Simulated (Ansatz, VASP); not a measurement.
# Cross-check of Y between VASP and Ansatz, part 2 of 2

Aim: how closely do two programs agree when they are given the same cell, functional and k mesh? Of the first pair: The structure shown is the end of the Ansatz relaxation below.

VASP 6.6.1 and Ansatz 0.2.0.

So far. Step 3 (VASP: single point, PBEsol): The run ends at a pressure of -1.00 GPa.

### 5. VASP: zone-centre phonons, PBEsol

Level of this step: PBEsol; plane waves and PAW (Y_sv) (VASP).

Second derivatives magnify differences that forces hide, and they need a tight electronic threshold. The cell compared in this pair holds 59.21 Å³, against 63.87 Å³ for the pair before.

INCAR

```
SYSTEM = Y
PREC = Accurate
ENCUT = 500
EDIFF = 1E-08
NELM = 120
ISMEAR = 1
SIGMA = 0.2
LREAL = .FALSE.
ALGO = Normal
GGA = PS
NBANDS = 17
LASPH = .TRUE.
LORBIT = 11
LWAVE = .FALSE.
LCHARG = .FALSE.
ISIF = 2
IBRION = 8
GGA_COMPAT = .FALSE.
KPAR = 2
```

POSCAR

```
Y
1.0
    3.4545608459      0.0000000000      0.0000000000
   -1.7272804230      2.9917374514      0.0000000000
    0.0000000000      0.0000000000      5.7285642047
Y
2
Direct
    0.3333333333      0.6666666667      0.2500000000
    0.6666666667      0.3333333333      0.7500000000
```

KPOINTS

```
Automatic mesh
0
Gamma
15 15 8
0 0 0
```

The projector-augmented-wave data sets are Y_sv (PBE family, release 64).

The run is started by

```console
$ mpirun -np 2 vasp_std
```

Numbers of over 12 decimals in the logs are rounded to 6 here.

Log:

```text
[banner, memory and clock lines left out]
running    2 mpi-ranks, on    1 nodes
[...]
[... a notice as in an earlier step ...]

 LDA part: xc-table for (Slater+PW92), standard interpolation
 POSCAR, INCAR and KPOINTS ok, starting setup
[...]
entering main loop
       N       E                     dE             d eps       ncg     rms          rms(c)
DAV:   1     0.863171291648E+02    0.86317E+02   -0.11305E+04  4606   0.121E+03
DAV:   2    -0.688659362566E+01   -0.93204E+02   -0.91934E+02  5844   0.265E+02
DAV:   3    -0.138082128579E+02   -0.69216E+01   -0.68598E+01  8197   0.438E+01
DAV:   4    -0.139683571048E+02   -0.16014E+00   -0.15977E+00  5627   0.694E+00
[...]
DAV:  15    -0.135877676208E+02    0.32217E-07   -0.31111E-09  3302   0.460E-04    0.924E-04
DAV:  16    -0.135877676056E+02    0.15244E-07   -0.22289E-09  3043   0.311E-04    0.126E-04
DAV:  17    -0.135877675987E+02    0.69172E-08   -0.44687E-10  2850   0.166E-04
   1 F= -.13587768E+02 E0= -.13586273E+02  d E =-.448396E-02
[...]
RMM:  15    -0.250453842808E+00    0.11733E-06   -0.48360E-06 48896   0.129E-03    0.424E-04
RMM:  16    -0.250453931666E+00   -0.88858E-07   -0.32953E-06 49017   0.112E-03    0.476E-04
RMM:  17    -0.250453846920E+00    0.84745E-07   -0.21574E-06 47663   0.988E-04    0.471E-04
 first order change of Fermi-energy   0.24175E-07
 force on displaced ion       1 direction 1 :  -0.977   0.000   0.000
 Linear response progress:
  Degree of freedom:   2/  2
       N       E                     dE             d eps       ncg     rms          rms(c)
RMM:   1    -0.321390904967E+00   -0.32139E+00    0.41882E+00  7679   0.109E+01
RMM:   2    -0.311884267031E+00    0.95066E-02   -0.20053E-01 11231   0.197E+00    0.407E-01
RMM:   3    -0.314230356069E+00   -0.23461E-02   -0.14018E-02 12268   0.597E-01    0.151E-01
RMM:   4    -0.314909987532E+00   -0.67963E-03   -0.23632E-03 14801   0.229E-01    0.204E-02
[...]
RMM:  17    -0.314563781430E+00    0.87840E-07    0.12886E-05 16127   0.104E-03    0.457E-04
RMM:  18    -0.314562726952E+00    0.10545E-05    0.10683E-05 15281   0.924E-04    0.400E-04
RMM:  19    -0.314562613354E+00    0.11360E-06    0.96271E-06 16208   0.796E-04    0.451E-04
 first order change of Fermi-energy   0.15036E-04
 force on displaced ion       1 direction 3 :   0.000   0.000  -2.766
 Linear response finished
```

Parts of OUTCAR (step 5):

```text
  Total        1.2457173      1.2457173     -0.0584601     -0.0000000      0.0000000     -0.0000000
  in kB       33.7107149     33.7107149     -1.5820050     -0.0000000      0.0000000     -0.0000000
  external PRESSURE =      21.9464750 kB  Pullay stress =       0.0000000 kB

 POSITION                                       TOTAL-FORCE (eV/Angst)
 -----------------------------------------------------------------------------------
     -0.00000      1.99449      1.43214        -0.000000      0.000000      0.000000
      1.72728      0.99725      4.29642         0.000000     -0.000000      0.000000
 -----------------------------------------------------------------------------------
    total drift:                               -0.000000      0.000000     -0.000000

[... 1 part as in an earlier step ...]

[... 1 further part left out ...]
```

### 6. Ansatz: zone-centre phonons, PBEsol

The same cell, functional, mesh and smearing now go to Ansatz, which takes its cutoff from its data sets.

The cell is taken from a series of runs on this material, whose earlier steps may have relaxed, scaled, displaced or heated it; both programs get it as it stands.

input.yaml

```yaml
crystal:
  lattice:
    - [3.4545608459, 0.0, 0.0]
    - [-1.727280423, 2.9917374514, 0.0]
    - [0.0, 0.0, 5.7285642047]
  atoms:
    - { symbol: "Y", position: [0.3333333333, 0.6666666667, 0.25] }
    - { symbol: "Y", position: [0.6666666667, 0.3333333333, 0.75] }
kpoints:
  mp_grid: { grid: [15, 15, 8] }
hamiltonian:
  xc: pbesol
  pseudopotentials: { kind: paw, azcp: { folder: soft_1 }, xc_functional: pbe }
scf:
  occupations: { method: methfessel_paxton, width: 0.2 }
output:
  eigenvalues: true
phonons:
  method: dfpt
```

The run is started by

```console
$ ansatz run input.yaml --threads 4 --pin off --max-ram 10240MiB --backend cpu --events-out ev --progress --plain --runs-dir out
```

Log:

```text
zone centre: on kpoints.mp_grid the ground state, and the responses unless they are solved on pairs of k-points, stand on 320 of the mesh's 1800 k-points, reduced under 4 symmetry operations, with k and −k counted as one. Each operation leaves every solved displacement unchanged or reverses it
[...]
Crystal: 2 atoms, lattice volume = 59.206 Å³
[...]
k mesh reduced under 4 symmetry operations, with k and −k counted as one. Each operation leaves every solved displacement unchanged or reverses it
  ASR residual: 7.073e-5 → 0.000e0 eV/Å²; symmetrization residual: 1.230e-10 eV/Å²
  ASR residual per site (eV/Å²): 7.07e-5 7.07e-5
  Γ frequencies (cm⁻¹): 0.00 0.00 0.00 77.05 77.05 130.98
  non-analytic LO–TO correction: not included (Born effective charges unavailable; polar crystals: no LO–TO splitting at Γ)
[key lines of the parts left out:]
SCF converged after 8 iterations
Free energy (F): -7590.132139 eV
Fermi energy:    10.511131 eV
```

### 7. Comparison

Both answers:

```csv
quantity,Ansatz,VASP,difference
optical mode 1 to 2 (cm⁻¹),77.0,77.3,-0.34 %
optical mode 3 (cm⁻¹),131.0,130.1,+0.70 %
```

Modes are paired by rising frequency, not by their patterns, so a pair may set unlike modes beside each other; they are those without the splitting of longitudinal modes.

### 8. Results

```json
{"difference in pressure (single point, PBEsol)": "0.13 GPa", "r.m.s. difference of the optical zone-centre modes, each program's sorted by frequency (zone-centre phonons, PBEsol)": "0.57 cm⁻¹", "difference in optical mode 3 (zone-centre phonons, PBEsol)": "+0.7 %"}
```

The difference in pressure is 0.13 GPa (single point, PBEsol), within the 1 GPa picked in this series as the mark of a large difference. Among the rows given in per cent, the largest difference of the zone-centre phonons, PBEsol pair is in optical mode 3, +0.7 %. Such differences can come from data sets, numerical settings and the points named under the comparisons, not from the functional's error against experiment.

[Lines on the potential files, build, host, timing and source positions are cut from VASP's logs without a mark.]

[Logs are printed without paths, hosts, clocks, repeated set-up lines and the standing remarks that a program may print on its own settings, such as how far it seeks lower states.]

[Hosts, paths, dates, database ids (printed as entryN), source tags and the programs' standing remarks are cut or masked in the printed files.]
